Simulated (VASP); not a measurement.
Here is a VASP 6.6.1 calculation.

File INCAR:

```
PREC = Accurate ; ENCUT = 520
EDIFF = 1E-6 ; ISMEAR = -1
SIGMA = 0.05 ; LREAL = False
LASPH = True ; NELM = 80
ALGO = Fast ; ISIF = 2
LWAVE = False ; LCHARG = True
LDIPOL = True ; IDIPOL = 3
DIPOL = 0.5 0.5 0.500 ; GGA = PS
LELF = True ; LVHAR = True
LVACPOTAV = True
```

The input KPOINTS:

```
regular mesh
0
Gamma
  6 6 1
```

Contents of POSCAR:

```
K
1.0
    4.5345090142      0.0000000000      0.0000000000
   -1.5115030047      4.2751760977      0.0000000000
    0.0000000000      0.0000000000     22.4048222126
K
3
Direct
    0.5000000000      0.5000000000      0.3347493646
    0.0000000000      0.0000000000      0.5000000000
    0.5000000000      0.5000000000      0.6652506354
```

Potentials or basis: VASP PAW PBE potentials, release 64 (K_sv).

The run is started by

```console
$ cat potpaw_PBE.64/K_sv/POTCAR > POTCAR
$ mpirun -np 1 vasp_std > vasp.out
```

Problem. Estimate the work function of the upper face.

Solution. 2.43 eV.

Problem. Estimate the work function of the lower face.

Solution. 2.43 eV.

Problem. Predict the largest force.

Solution. 0.004 eV/Å.

Problem. Predict the band gap on the k mesh.

Solution. None (metal or under the smearing width).

Forces on the atoms (eV/Å):
```
K    0.000  0.000  0.004
K    0.000  0.000  0.000
K    0.000  0.000 -0.004
```

Caveat: the PAW data sets were made with another functional, which shifts forces and pressure a little.
